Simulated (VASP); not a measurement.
An input for Quantum ESPRESSO's pw.x (written as the equivalent of a VASP run, and not itself run):

```
&CONTROL
  calculation = 'scf'
  pseudo_dir = './pseudo'
  outdir = './out'
  tprnfor = .true.
  tstress = .true.
/
&SYSTEM
  ibrav = 0
  nat = 6
  ntyp = 2
  ecutwfc = 58
  occupations = 'smearing'
  smearing = 'fermi-dirac'
  degauss = 0.00735
  input_dft = 'pz'
/
&ELECTRONS
  conv_thr = 7.3e-08
  electron_maxstep = 100
/
ATOMIC_SPECIES
  Ta 180.948 Ta.upf
  S 32.060 S.upf
CELL_PARAMETERS angstrom
     3.3389500    0.0000000    0.0000000
    -1.6694750    2.8916160    0.0000000
     0.0000000    0.0000000   17.5854700
ATOMIC_POSITIONS crystal
  Ta   0.6666670  0.3333330  0.2500000
  Ta   0.3333330  0.6666670  0.7500000
  S    0.0000000  0.0000000  0.3381100
  S    0.0000000  0.0000000  0.6618900
  S    0.0000000  0.0000000  0.8381100
  S    0.0000000  0.0000000  0.1618900
K_POINTS automatic
  8 8 2 0 0 0
```

Q: Write the VASP files for the same calculation (LDA).

A: Several could match; the one computed here: 
### POSCAR
```
TaS2
3.338950
  1.0000000000   0.0000000000   0.0000000000
 -0.5000000000   0.8660255470   0.0000000000
  0.0000000000   0.0000000000   5.2667664985
Ta S
2 4
Cartesian
  0.5000005000   0.2886748936   1.3166916246
 -0.0000005000   0.5773506533   3.9500748738
  0.0000000000   0.0000000000   1.7807464208
  0.0000000000   0.0000000000   3.4860200777
  0.0000000000   0.0000000000   4.4141296700
  0.0000000000   0.0000000000   0.8526368284
```

File KPOINTS:
```
Automatic mesh
0
Gamma
8 8 2
0 0 0
```

**INCAR**
```
! general
SYSTEM  = TaS2
PREC    = Accurate
ENCUT   = 300
LREAL   = .FALSE.   ! projection in real space or not
LASPH   = .TRUE.   ! aspherical one-centre terms

! electronic loop
EDIFF   = 1E-6   ! SCF stop (eV)
NELM    = 100   ! most electronic steps
ALGO    = Normal
LMAXMIX = 6

! smearing
ISMEAR  = -1   ! Fermi-Dirac
SIGMA   = 0.1

! ions
ISIF    = 2   ! forces and stress, cell fixed

! output
LWAVE   = .FALSE.
LCHARG  = .FALSE.
```

POTCAR, in this order: Ta_pv S (LDA.64 set). Program: vasp_std.

The two are equivalent in intent, not identical: the potentials are each code's own (VASP's PAW set, PseudoDojo norm-conserving files in pw.x), so ENCUT and ecutwfc are chosen apart and not converted; conv_thr bounds pw.x's estimated SCF error, while EDIFF bounds the energy change between steps.

The structure comes from a computed database's TaS2 entry (P6_3/mmc); how it stands against other phases isn't given here. The cell was not relaxed at this level.
